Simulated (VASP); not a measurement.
A convergence study with VASP on Zr (hcp): one setting is varied, all else stays as given below, so the limit is that of these other settings. The cell's lengths are 1 % over those of the tabulated start and one atom is moved, so it is off equilibrium.

```
Zr
1.0
    1.63115    -2.82524     0.00000
    1.63115     2.82524     0.00000
    0.00000     0.00000     5.20150
Zr
2
Direct
  0.33333   0.66667   0.25000
  0.68524   0.35191   0.75000
```

The numbers are results of LDA (Ceperley-Alder, Perdew-Zunger), VASP's LDA PAW potentials (set 64) (plane waves; VASP), not measurements. The tightest run used: 1000 eV cut-off, 14×14×8 Γ-centred mesh, first-order Methfessel-Paxton smearing of 0.10 eV, potentials Zr_sv.

### Question
The settings run are ENCUT = 150; ENCUT = 200; ENCUT = 250; ENCUT = 300; ENCUT = 350; ENCUT = 400; ENCUT = 450; ENCUT = 500; ENCUT = 550; ENCUT = 600; ENCUT = 650; ENCUT = 700; ENCUT = 750; ENCUT = 800; ENCUT = 850; ENCUT = 1000. From which on does the stress (every component) stay within 0.5 GPa of the tightest run?

### Answer
From ENCUT = 400 on: it is off by 0.25 there and by no more than 0.5 in any finer run, while ENCUT = 350 is off by 0.75.
```json
[
 {"setting": "ENCUT = 150", "E (eV/atom)": "-8.1456", "pressure (GPa)": "-153.72", "largest force (eV/Å)": "0.019", "plane waves": "214", "difference judged (GPa)": "145.47"},
 {"setting": "ENCUT = 200", "E (eV/atom)": "-9.1751", "pressure (GPa)": "-22.95", "largest force (eV/Å)": "0.045", "plane waves": "318", "difference judged (GPa)": "14.76"},
 {"setting": "ENCUT = 250", "E (eV/atom)": "-9.2224", "pressure (GPa)": "-8.41", "largest force (eV/Å)": "0.041", "plane waves": "446", "difference judged (GPa)": "0.16"},
 {"setting": "ENCUT = 300", "E (eV/atom)": "-9.2245", "pressure (GPa)": "-8.93", "largest force (eV/Å)": "0.042", "plane waves": "580", "difference judged (GPa)": "0.67"},
 {"setting": "ENCUT = 350", "E (eV/atom)": "-9.2258", "pressure (GPa)": "-9.02", "largest force (eV/Å)": "0.041", "plane waves": "733", "difference judged (GPa)": "0.75"},
 {"setting": "ENCUT = 400", "E (eV/atom)": "-9.2301", "pressure (GPa)": "-8.52", "largest force (eV/Å)": "0.041", "plane waves": "892", "difference judged (GPa)": "0.25"},
 {"setting": "ENCUT = 450", "E (eV/atom)": "-9.2312", "pressure (GPa)": "-8.30", "largest force (eV/Å)": "0.042", "plane waves": "1085", "difference judged (GPa)": "0.03"},
 {"setting": "ENCUT = 500", "E (eV/atom)": "-9.2310", "pressure (GPa)": "-8.32", "largest force (eV/Å)": "0.042", "plane waves": "1236", "difference judged (GPa)": "0.05"},
 {"setting": "ENCUT = 550", "E (eV/atom)": "-9.2307", "pressure (GPa)": "-8.35", "largest force (eV/Å)": "0.042", "plane waves": "1430", "difference judged (GPa)": "0.08"},
 {"setting": "ENCUT = 600", "E (eV/atom)": "-9.2308", "pressure (GPa)": "-8.33", "largest force (eV/Å)": "0.042", "plane waves": "1640", "difference judged (GPa)": "0.06"},
 {"setting": "ENCUT = 650", "E (eV/atom)": "-9.2309", "pressure (GPa)": "-8.30", "largest force (eV/Å)": "0.042", "plane waves": "1822", "difference judged (GPa)": "0.03"},
 {"setting": "ENCUT = 700", "E (eV/atom)": "-9.2310", "pressure (GPa)": "-8.29", "largest force (eV/Å)": "0.042", "plane waves": "2032", "difference judged (GPa)": "0.02"},
 {"setting": "ENCUT = 750", "E (eV/atom)": "-9.2310", "pressure (GPa)": "-8.29", "largest force (eV/Å)": "0.042", "plane waves": "2261", "difference judged (GPa)": "0.02"},
 {"setting": "ENCUT = 800", "E (eV/atom)": "-9.2310", "pressure (GPa)": "-8.30", "largest force (eV/Å)": "0.042", "plane waves": "2492", "difference judged (GPa)": "0.03"},
 {"setting": "ENCUT = 850", "E (eV/atom)": "-9.2309", "pressure (GPa)": "-8.28", "largest force (eV/Å)": "0.042", "plane waves": "2715", "difference judged (GPa)": "0.00"},
 {"setting": "ENCUT = 1000", "E (eV/atom)": "-9.2307", "pressure (GPa)": "-8.28", "largest force (eV/Å)": "0.042", "plane waves": "3507", "difference judged (GPa)": "0.00"}
]
```

Left out are rungs that failed or repeat a setting and relaxations that didn't move; long series are thinned to 24 rows.

The compound is Zr in the hcp structure. The cell was not relaxed at this level, it is distorted from the ideal structure.
